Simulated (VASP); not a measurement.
Consider the following.

```
Rh
1.0
    0.00000     1.88737     1.88737
    1.88737     0.00000     1.88737
    1.88737     1.88737     0.00000
Rh
1
Direct
  0.00000   0.00000   0.00000
```

Level of theory: PBEsol GGA, VASP's PBE PAW potentials (set 64) (plane waves; VASP). Settings: 400 eV cut-off, 19×19×19 Γ-centred mesh, tetrahedra with Blöchl corrections, potentials Rh_pv.

Question: Estimate the energy per atom (σ→0), band gap (on the k-mesh) with the smallest direct gap where there is one.

Answer: 
band gap (on the k-mesh): none (metal, semimetal or under 0.01 eV)
energy per atom (σ→0): -8137 meV/atom

The compound is Rh in the fcc structure. It was relaxed first.
